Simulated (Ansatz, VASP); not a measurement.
## AlB17N18 (a cell with a defect) in VASP and in Ansatz

```
Al B N
1.0
     7.62000    0.00000    0.00000
    -3.81000    6.59911    0.00000
     0.00000    0.00000    6.59800
Al B N
1 17 18
Direct
  0.11111 0.22222 0.25000
  0.11260 0.56318 0.25000
  0.11260 0.88276 0.25000
  0.45058 0.22073 0.25000
  0.45058 0.56318 0.25000
  0.44444 0.88889 0.25000
  0.77016 0.22073 0.25000
  0.77778 0.55556 0.25000
  0.77016 0.88276 0.25000
  0.22281 0.11052 0.75000
  0.22281 0.44563 0.75000
  0.22238 0.77785 0.75000
  0.55548 0.11096 0.75000
  0.55572 0.44453 0.75000
  0.55548 0.77785 0.75000
  0.88770 0.11052 0.75000
  0.88881 0.44453 0.75000
  0.88881 0.77761 0.75000
  0.11111 0.22222 0.75000
  0.11111 0.55563 0.75000
  0.11111 0.88882 0.75000
  0.44451 0.22222 0.75000
  0.44451 0.55563 0.75000
  0.44444 0.88889 0.75000
  0.77770 0.22222 0.75000
  0.77778 0.55556 0.75000
  0.77770 0.88882 0.75000
  0.23819 0.09515 0.25000
  0.23819 0.47637 0.25000
  0.22307 0.77820 0.25000
  0.55513 0.11027 0.25000
  0.55593 0.44463 0.25000
  0.55513 0.77820 0.25000
  0.85696 0.09515 0.25000
  0.88870 0.44463 0.25000
  0.88870 0.77740 0.25000
```

Alike in both runs: functional PBE; k mesh 4 × 4 × 4; occupations fermi-dirac, width 0.01 eV; no spin polarisation.

Ansatz relaxed the structure, and its values are those at the end. VASP's run is a single point on that final structure, the one shown.

|  | VASP | Ansatz |
| --- | --- | --- |
| version | VASP 6.6.1 | Ansatz 0.2.0 |
| potentials or method | VASP PAW PBE potentials, release 64 (Al, B, N) | plane-wave PAW, scalar-relativistic |
| plane-wave cutoff (eV) | 520 | 420 |
| valence electrons in the cell | 144 | 144 |

Ansatz gave:

* gap on the k mesh at the Fermi level (eV): 4.12
* pressure (GPa): 3.5
* rms of the force components (eV/Å): 0.002

Q: Estimate VASP's values.

A: gap on the k mesh at the Fermi level (eV): 4.11; pressure (GPa): 3.6; rms of the force components (eV/Å): 0.006.

Ansatz warned: «stress_scf_threshold_loose».
